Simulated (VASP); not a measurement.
Consider the following.

```
CELL_PARAMETERS angstrom
      0.00000     2.19924     2.18089
      2.21626     0.00000     2.18089
      2.21626     2.19924     0.00000
ATOMIC_POSITIONS crystal
  Ti 0.00000 0.00000 0.00000
  C  0.47803 0.52197 0.52197
```

All values below come from PBE GGA + U (Dudarev), VASP's PBE PAW potentials (set 64) (plane waves; VASP). Run with 520 eV cut-off, 13×13×13 Γ-centred mesh, first-order Methfessel-Paxton smearing of 0.10 eV, potentials Ti_sv C, U − J: Ti 2.00 eV.

Problem. Give the force on each atom (eV/Å).

Solution. 
```tsv
atom	Fx	Fy	Fz
Ti1	0.754	0.000	0.000
C2	-0.754	0.000	0.000
```

Problem. Give the stress tensor in GPa (positive for a compressed cell).

Solution. 
```
-5.24   0.00   0.00
 0.00  -4.83   0.00
 0.00   0.00  -1.99
```
The pressure is its mean diagonal, -4.02 GPa.

The compound is TiC in the rock salt structure. The cell was not relaxed at this level, atoms are displaced from their ideal sites. The run is one of a series of settings (LDAU = .TRUE., LDAUJ = 0 0, LDAUL = 2 -1, LDAUTYPE = 2, LDAUU = 2.0 0 against the base run), some of them coarse on purpose.
